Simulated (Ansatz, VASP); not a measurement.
**Two plane-wave programs on BiPdCl**

```
Bi Pd Cl
1.0
     3.99547    0.00000    0.00000
     0.00000    3.99547    0.00000
     0.00000    0.00000    7.56982
Bi Pd Cl
2 2 2
Direct
  0.00000 0.50000 0.17100
  0.50000 0.00000 0.82900
  0.00000 0.00000 0.00000
  0.50000 0.50000 0.00000
  0.00000 0.50000 0.65000
  0.50000 0.00000 0.35000
```

The cell was built by a generator and needn't be a form met in nature.

Alike in both runs: task single point; functional revPBE; dispersion D3(BJ); k mesh 5 × 5 × 3; occupations methfessel-paxton of order 1, width 0.0216 eV; no spin polarisation.

```csv
,VASP,Ansatz
version,VASP 6.6.1,Ansatz 0.2.0
potentials or method,"VASP PAW PBE potentials, release 64 (Bi_d, Pd, Cl)",PAW plane waves
plane-wave cutoff (eV),520,420
valence electrons in the cell,64,80
```

|  | VASP | Ansatz | Ansatz less VASP |
| --- | --- | --- | --- |
| gap on the k mesh at the Fermi level (eV) | none | none | - |
| rms of the force components (eV/Å) | 3.826 | 3.775 | -0.0519 |
| dispersion energy (meV/atom) | -914.6 | -914.7 | -0.12 |

Atom by atom the forces differ by 0.052 eV/Å (rms over components). A gap of «none» marks a metal or a gap that the smearing closes. The two sets of potentials don't hold the same shells in valence.

Caveats: the PAW data sets were made with another functional, which shifts forces and pressure a little (VASP); spin-orbit coupling is left out, which moves the levels of the heavy elements.
